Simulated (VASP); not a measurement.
These are AM05 GGA, VASP's PBE PAW potentials (set 64) (plane waves; VASP) values and carry that method's errors.

The input files of a VASP run:

### INCAR
```
SYSTEM = TiO2
PREC = Accurate; ENCUT = 520; LREAL = .False.
LASPH = .True.
EDIFF = 1E-7; NELM = 100; ALGO = Normal
LMAXMIX = 4
ISMEAR = 0; SIGMA = 0.05
GGA = AM
IBRION = 2; NSW = 30; ISIF = 4
EDIFFG = -0.01
LWAVE = .False.; LCHARG = .False.
```

POSCAR:
```
TiO2
1
   -1.8672296764     1.8672296764     4.7502730449
    1.8672296764    -1.8672296764     4.7502730449
    1.8672296764     1.8672296764    -4.7502730449
Ti O
2 4
Direct
  0.7500000000   0.2500000000   0.5000000000
  0.0000000000   0.0000000000   0.0000000000
  0.5430619172   0.0430619172   0.5000000000
  0.7930619172   0.7930619172   0.0000000000
  0.2069380828   0.2069380828   0.0000000000
  0.9569380828   0.4569380828   0.5000000000
```

File KPOINTS:
```
Automatic mesh
0
Gamma
8 8 8
0 0 0
```

POTCAR, in this order: Ti_sv O (PBE.64 set). Program: vasp_std.

**Question.** What does the run give for the energy per atom (σ→0), band gap (on the k-mesh)?

**Answer.** 
```json
{
  "energy per atom (σ→0)": "-9.147 eV/atom",
  "band gap (on the k-mesh)": "2.09 eV"
}
```

File OSZICAR:
```
...
DAV:   3    -0.548836048452E+02    0.10814E-01   -0.22947E-02  3964   0.154E+00    0.144E-01
DAV:   4    -0.548836097054E+02   -0.48601E-05   -0.33914E-03  4400   0.508E-01    0.502E-02
DAV:   5    -0.548836028667E+02    0.68387E-05   -0.23774E-04  4408   0.140E-01    0.282E-02
DAV:   6    -0.548836071005E+02   -0.42338E-05   -0.22949E-05  4024   0.528E-02    0.526E-03
DAV:   7    -0.548836079579E+02   -0.85746E-06   -0.33811E-06  3972   0.157E-02    0.303E-03
DAV:   8    -0.548836080630E+02   -0.10512E-06   -0.38005E-07  3168   0.612E-03    0.676E-04
DAV:   9    -0.548836080449E+02    0.18151E-07   -0.43361E-08  2076   0.216E-03
   5 F= -.54883608E+02 E0= -.54883608E+02  d E =-.482785E-02
```

The compound is TiO2 in the anatase structure, one of several forms; rutile is the usual stable one. This cell is one point of a volume scan, at 0.97 of the reference volume. Symmetry was kept, so distortions that lower it aren't found.
